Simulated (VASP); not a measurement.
## LaPt2: relaxation of cell and atoms with LDA

LaPt2:

```xyz
3
Lattice="3.8684 0.0000 0.0000 -1.9342 3.3501 0.0000 0.0000 0.0000 4.1691" Properties=species:S:1:pos:R:3 pbc="T T T"
La    0.0000    0.0000    0.0000
Pt    0.0000    2.2334    2.0845
Pt    1.9342    1.1167    2.0845
```

The cell was built by a generator and needn't be a form met in nature.

* Program: VASP 6.6.1
* Task: relaxation of cell and atoms
* Functional: LDA
* Potentials or basis: VASP PAW LDA potentials, release 64 (La, Pt)
* Cutoff: 600 eV
* k mesh: 12 × 12 × 9
* Occupations: methfessel-paxton, width 0.1 eV
* Spin: no spin polarisation
* Further INCAR settings: ALGO = Normal; EDIFF = 1e-06; IBRION = 2; EDIFFG = -0.01; NSW = 90; ISIF = 3

- Relaxed volume: 21.77 Å³/atom
- Relaxed cell: a = 4.422 Å, b = 4.422 Å, c = 3.856 Å, α = 90.00°, β = 90.00°, γ = 120.00°
- Space group after relaxing (to 0.05 Å): P6/mmm (No. 191)
- Energy gained by relaxing: 924.6 meV/atom
- Ionic steps: 12
- Pressure after relaxing: 0.0 GPa
- Band gap on the k mesh: none (metal or under the smearing width)

Step by step:
```
step  energy change (eV)  largest force (eV/Å)  pressure (GPa)  volume (Å³)
   1              0.0000                0.0000           62.17        54.03
   2              4.3030                0.0000          -18.70       126.67
   3             -2.4449                0.0000          -10.03        73.79
   4             -2.5814                0.0000           -5.43        70.64
   5             -2.6089                0.0000           -1.52        68.54
   6             -2.6085                0.0000           -2.14        68.85
   7             -2.7228                0.0000           -0.67        67.08
   8             -2.7587                0.0000            0.58        65.90
   9             -2.7564                0.0000            3.36        63.41
  10             -2.7668                0.0000            2.16        64.51
  11             -2.7502                0.0000           -3.62        66.73
  12             -2.7739                0.0000           -0.02        65.30
```

Final structure:
```xyz
3
Lattice="4.4220 0.0000 0.0000 -2.2110 3.8295 0.0000 0.0000 0.0000 3.8560" Properties=species:S:1:pos:R:3 pbc="T T T"
La    0.0000    0.0000    0.0000
Pt    0.0000    2.5530    1.9280
Pt    2.2110    1.2765    1.9280
```

Levels at points of the mesh, in eV from the Fermi level:
| k point | band 11 | band 12 | band 13 | band 14 | band 15 | band 16 | band 17 | band 18 | band 19 |
| --- | --- | --- | --- | --- | --- | --- | --- | --- | --- |
| (0.00, 0.00, 0.00) | -3.56 | -3.56 | -2.73 | -2.29 | -2.29 | 0.61 | 0.61 | 1.44 | 1.87 |
| (0.50, 0.00, 0.00) | -3.50 | -3.21 | -2.76 | -1.56 | -1.50 | 0.02 | 1.35 | 1.99 | 2.02 |

Run time: 11 min on 1 thread of Intel(R) Xeon(R) 6975P-C (Granite Rapids), on a shared host, peak memory 0.3 GiB.

Caveat: the volume moved by over 15 % at a fixed basis, so the end points are rough. The run has no spin-orbit coupling, so splittings on La, Pt are missing.
